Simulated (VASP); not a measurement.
A convergence study with VASP on CdTe (zinc blende): one setting is varied, all else stays as given below, so the limit is that of these other settings.

```yaml
crystal:
  lattice:
    - [0.00000, 3.24000, 3.24000]
    - [3.24000, 0.00000, 3.24000]
    - [3.24000, 3.24000, 0.00000]
  atoms:
    - { symbol: Cd, position: [0.00000, 0.00000, 0.00000] }
    - { symbol: Te, position: [0.25000, 0.25000, 0.25000] }
```

Method: PBEsol GGA, VASP's PBE PAW potentials (set 64) (plane waves; VASP). The tightest run used: 550 eV cut-off, 16×16×16 Γ-centred mesh, Gaussian smearing of 0.050 eV, potentials Cd Te.

Task: The settings run are 1×1×1 mesh; 2×2×2 mesh; 3×3×3 mesh; 4×4×4 mesh; 5×5×5 mesh; 6×6×6 mesh; 7×7×7 mesh; 8×8×8 mesh; 9×9×9 mesh; 10×10×10 mesh; 11×11×11 mesh; 12×12×12 mesh; 13×13×13 mesh; 14×14×14 mesh; 15×15×15 mesh; 16×16×16 mesh. From which on does the energy per atom stay within 0.002 eV/atom of the tightest run?

Result: From 7×7×7 mesh on: it is off by 0.0014 there and by no more than 0.002 in any finer run, while 6×6×6 mesh is off by 0.0035.
```csv
setting,E (eV/atom),pressure (GPa),irreducible k-points,difference judged (eV/atom)
1×1×1 mesh,3.3306,36.54,1,6.0757
2×2×2 mesh,-2.0862,4.11,3,0.6588
3×3×3 mesh,-2.6128,1.22,4,0.1322
4×4×4 mesh,-2.7111,0.57,8,0.0339
5×5×5 mesh,-2.7347,0.40,10,0.0103
6×6×6 mesh,-2.7415,0.35,16,0.0035
7×7×7 mesh,-2.7437,0.33,20,0.0014
8×8×8 mesh,-2.7444,0.33,29,0.0006
9×9×9 mesh,-2.7448,0.33,35,0.0003
10×10×10 mesh,-2.7449,0.33,47,0.0001
11×11×11 mesh,-2.7449,0.33,56,0.0001
12×12×12 mesh,-2.7450,0.33,72,0.0000
13×13×13 mesh,-2.7450,0.33,84,0.0000
14×14×14 mesh,-2.7450,0.33,104,0.0000
15×15×15 mesh,-2.7450,0.33,120,0.0000
16×16×16 mesh,-2.7450,0.33,145,0.0000
```

Left out are rungs that failed or repeat a setting and relaxations that didn't move; long series are thinned to 24 rows.

The compound is CdTe in the zinc blende structure. The cell was not relaxed at this level.
